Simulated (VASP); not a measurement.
Runs of VASP 6.6.1 on HgTe. Symmetry: F-43m, No. 216, cubic system. Conventional cell: a = 6.516 Å, b = 6.516 Å, c = 6.516 Å, α = 90.00°, β = 90.00°, γ = 90.00°. Around Hg (site symmetry -43m) lie 4 Te at 2.82 Å. Te (site symmetry -43m) is surrounded by 4 Hg at 2.82 Å. 

```tsv
task	level	potentials or basis	spin	cell	k mesh	cutoff (eV)	pressure (GPa)
band structure	LDA	VASP PAW LDA potentials, release 64 (Hg, Te)	off	as given	10 × 10 × 10	520	-1.4
band structure	PBEsol	VASP PAW PBE potentials, release 64 (Hg, Te)	SOC, no magnetisation	as given	6 × 6 × 6	520	(a)
relaxation of cell and atoms	PBEsol	VASP PAW PBE potentials, release 64 (Hg, Te)	off	relaxed	10 × 10 × 10	600	0.0
band structure	r2SCAN	VASP PAW PBE potentials, release 64 (Hg, Te)	off	as given	10 × 10 × 10	520	1.2
band structure	PBEsol	VASP PAW PBE potentials, release 64 (Hg, Te)	off	as given	10 × 10 × 10	520	0.0
```

Alike in all rows: smearing gaussian 0.03 eV.

Task: Estimate the missing entries.

Result: (a) -0.2.

Caveats: the PAW data sets were made with another functional, which shifts forces and pressure a little (some runs); the relaxation stopped at its first step, so nothing moved (some runs).
